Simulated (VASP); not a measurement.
Given:

```
ZrO2
1.0
    5.19936     0.00000     0.00000
    0.00000     5.19936     0.00000
    0.00000     0.00000     5.19936
Zr O
4 8
Direct
  0.00000   0.00000   0.00000
  0.50000   0.50000   0.00000
  0.00000   0.50000   0.50000
  0.50000   0.00000   0.50000
  0.32320   0.32320   0.32320
  0.82320   0.17680   0.67680
  0.67680   0.82320   0.17680
  0.17680   0.67680   0.82320
  0.67680   0.67680   0.67680
  0.17680   0.82320   0.32320
  0.32320   0.17680   0.82320
  0.82320   0.32320   0.17680
```

Method: r2SCAN meta-GGA, VASP's PBE PAW potentials (set 64) (plane waves; VASP). Numerical set-up: 520 eV cut-off, 5×5×5 Γ-centred mesh, tetrahedra with Blöchl corrections, potentials Zr_sv O.

### Question
What does the run give for the energy per atom (σ→0), band gap (over mesh and band path) with the smallest direct gap where there is one?

### Answer

- band gap (over mesh and band path): 3.81 eV
- smallest direct gap (over mesh and band path): 4.47 eV
- energy per atom (σ→0): -15.184 eV/atom

The absolute energy has meaning only against runs of the same code, potentials and settings.

The structure was generated: ZrO2 was put into the pyrite type (Pa-3), which need not be its known phase. It was relaxed first, which changed the volume by +16 %.
